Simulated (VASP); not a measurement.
The system is Mg2Br3.

```xyz
5
Lattice="5.4023 0.0000 0.0000 0.0000 5.4023 0.0000 0.0000 0.0000 5.4023" Properties=species:S:1:pos:R:3 pbc="T T T"
Mg    0.0000    0.0000    0.0000
Mg    2.7011    2.7011    2.7011
Br    0.0000    2.7011    2.7011
Br    2.7011    0.0000    2.7011
Br    2.7011    2.7011    0.0000
```

The cell was built by a generator and needn't be a form met in nature.

The cell isn't the ideal one: random cell by space group and Wyckoff sites (Pm-3m, No. 221).

* Program: VASP 6.6.1
* Task: relaxation of cell and atoms
* Functional: PBE
* Potentials or basis: VASP PAW PBE potentials, release 64 (Mg, Br)
* Cutoff: 600 eV
* k mesh: 4 × 4 × 4
* Occupations: gaussian, width 0.1 eV
* Spin: no spin polarisation

At the start: pressure -1.9 GPa; volume 31.53 Å³/atom.

Question: Where does the relaxation end?

Answer: Over 3 steps the energy falls by 15.4 meV/atom and the volume is 29.13 Å³/atom (-7.6 %); space group Pm-3m (No. 221, to 0.05 Å).

The path:
| step | energy change (eV) | largest force (eV/Å) | pressure (GPa) | volume (Å³) |
| --- | --- | --- | --- | --- |
| 1 | 0.0000 | 0.0000 | -1.88 | 157.66 |
| 2 | -0.0682 | 0.0000 | -0.70 | 149.39 |
| 3 | -0.0771 | 0.0000 | -0.04 | 145.66 |

Final structure:
```yaml
crystal:
  lattice:
    - [5.26153, 0.00000, 0.00000]
    - [0.00000, 5.26153, 0.00000]
    - [0.00000, 0.00000, 5.26153]
  atoms:
    - { symbol: Mg, position: [0.00000, 0.00000, 0.00000] }
    - { symbol: Mg, position: [0.50000, 0.50000, 0.50000] }
    - { symbol: Br, position: [0.00000, 0.50000, 0.50000] }
    - { symbol: Br, position: [0.50000, 0.00000, 0.50000] }
    - { symbol: Br, position: [0.50000, 0.50000, 0.00000] }
```

Caveat: an odd number of electrons without spin polarisation forces a metal; a magnetic or distorted state may lie lower.
